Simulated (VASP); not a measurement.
Level of theory: PBE GGA, VASP's PBE PAW potentials (set 64) (plane waves; VASP).

A VASP calculation is set up with these files.

**POSCAR**
```
Zn36O35S
1.0
  4.9323206900  -8.5430313936   0.0000000000
  4.9323206900   8.5430313936   0.0000000000
  0.0000000000   0.0000000000  10.5847753959
Zn O S
36 35 1
Cart
  1.6441052526  -0.9492247612   2.6461938490
  1.6441052526   0.9492247612   0.0000000000
  1.6441052526  -0.9492247612   7.9385815469
  1.6441052526   0.9492247612   5.2923876979
  3.2882105051   1.8984495223   2.6461938490
  3.2882154374   3.7969075877   0.0000000000
  3.2882105051   1.8984495223   7.9385815469
  3.2882154374   3.7969075877   5.2923876979
  4.9323206900   4.7461323489   2.6461938490
  4.9323206900   6.6445818713   0.0000000000
  4.9323206900   4.7461323489   7.9385815469
  4.9323206900   6.6445818713   5.2923876979
  3.2882154374  -3.7969075877   2.6461938490
  3.2882105051  -1.8984495223   0.0000000000
  3.2882154374  -3.7969075877   7.9385815469
  3.2570135768  -1.8755114831   5.3396381353
  4.9474629145  -0.9496091976   2.6053260312
  4.9323206900   0.9492333042   0.0000000000
  4.9323206900  -0.9492333042   7.9385815469
  4.8817594706   0.9213061346   5.2923559436
  6.5764308749   1.8984495223   2.6461938490
  6.5764259426   3.7969075877   0.0000000000
  6.5764308749   1.8984495223   7.9385815469
  6.5764259426   3.7969075877   5.2923876979
  4.9323206900  -6.6445818713   2.6461938490
  4.9323206900  -4.7461323489   0.0000000000
  4.9323206900  -6.6445818713   7.9385815469
  4.9323206900  -4.7461323489   5.2923876979
  6.5764259426  -3.7969075877   2.6461938490
  6.5764308749  -1.8984495223   0.0000000000
  6.5764259426  -3.7969075877   7.9385815469
  6.6145774431  -1.9269490751   5.3106464355
  8.2205361274  -0.9492247612   2.6461938490
  8.2205361274   0.9492247612   0.0000000000
  8.2205361274  -0.9492247612   7.9385815469
  8.2205361274   0.9492247612   5.2923876979
  1.6441052526  -0.9492247612   4.6678859496
  1.6441052526   0.9492247612   2.0216921006
  1.6441052526  -0.9492247612   9.9602736475
  1.6441052526   0.9492247612   7.3140797986
  3.2882105051   1.8984495223   4.6678859496
  3.2882154374   3.7969075877   2.0216921006
  3.2882105051   1.8984495223   9.9602736475
  3.2882154374   3.7969075877   7.3140797986
  4.9323206900   4.7461323489   4.6678859496
  4.9323206900   6.6445818713   2.0216921006
  4.9323206900   4.7461323489   9.9602736475
  4.9323206900   6.6445818713   7.3140797986
  3.2882154374  -3.7969075877   4.6678859496
  3.2882105051  -1.8984495223   2.0216921006
  3.2882154374  -3.7969075877   9.9602736475
  3.2882105051  -1.8984495223   7.3140797986
  4.9323206900   0.9492333042   2.0216921006
  4.9323206900  -0.9492333042   9.9602736475
  4.9323206900   0.9492333042   7.3140797986
  6.5764308749   1.8984495223   4.6678859496
  6.5764259426   3.7969075877   2.0216921006
  6.5764308749   1.8984495223   9.9602736475
  6.5764259426   3.7969075877   7.3140797986
  4.9323206900  -6.6445818713   4.6678859496
  4.9323206900  -4.7461323489   2.0216921006
  4.9323206900  -6.6445818713   9.9602736475
  4.9323206900  -4.7461323489   7.3140797986
  6.5764259426  -3.7969075877   4.6678859496
  6.5764308749  -1.8984495223   2.0216921006
  6.5764259426  -3.7969075877   9.9602736475
  6.5764308749  -1.8984495223   7.3140797986
  8.2205361274  -0.9492247612   4.6678859496
  8.2205361274   0.9492247612   2.0216921006
  8.2205361274  -0.9492247612   9.9602736475
  8.2205361274   0.9492247612   7.3140797986
  4.9465898938  -0.9659691027   4.7090713107
```

**KPOINTS**
```
Automatic mesh
0
Gamma
 1 1 1
0 0 0
```

INCAR:
```
SYSTEM = Zn36O35S
PREC = Normal
ENCUT = 400
EDIFF = 1E-5
NELM = 100
ALGO = Fast
LREAL = Auto
LASPH = .TRUE.
ISMEAR = 0
SIGMA = 0.05
GGA = PE
LMAXMIX = 4
LWAVE = .FALSE.
LCHARG = .FALSE.
NELMIN = 4
ISYM = 0
NELECT = 650.0
IBRION = 2
ISIF = 2
NSW = 60
EDIFFG = -0.03
```

POTCAR, in this order: Zn O S (PBE.64 set). Program: vasp_gam.

Q: What will the output report for the number of irreducible k-points (NKPTS), largest plane-wave count, FFT grid (NGX, NGY, NGZ)?

A: 
The number of irreducible k-points (NKPTS) comes out as 1 and the largest plane-wave count comes out as 8073. The FFT grid (NGX, NGY, NGZ) comes out as 48 × 48 × 54.

The cell is a supercell with a defect, built from ZnO (wurtzite): S_O, charge -2. The run is not spin-polarised, so no state with unpaired spins was tried.
